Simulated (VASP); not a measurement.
Data:

```
CELL_PARAMETERS angstrom
      3.92494     0.00000     0.00000
      0.00000     3.92494     0.00000
      0.00000     0.00000    17.99912
ATOMIC_POSITIONS crystal
  Pb 0.50000 0.00000 0.43355
  Pb 0.00000 0.50000 0.56645
  O  0.50000 0.50000 0.50000
  O  0.00000 0.00000 0.50000
```

Method: LDA (Ceperley-Alder, Perdew-Zunger), VASP's LDA PAW potentials (set 64) (plane waves; VASP 6.6.1). Numerical set-up: PREC = Normal, 500 eV cut-off, 12×12×1 Γ-centred mesh, Gaussian smearing of 0.050 eV, potentials Pb_d O.

Unless said otherwise, spin-orbit coupling is left out, though it shifts the bands of the heavy elements here.

Q: Estimate the energy per atom (σ→0), band gap (on the k-mesh) with the smallest direct gap where there is one.

A: 
| Quantity | Value |
|---|---|
| band gap (on the k-mesh) | 2.66 eV |
| smallest direct gap (on the k-mesh) | 2.66 eV |
| energy per atom (σ→0) | -6.029 eV/atom |

The absolute energy has meaning only against runs of the same code, potentials and settings.

The cell is a sheet with vacuum, built from PbO (litharge).
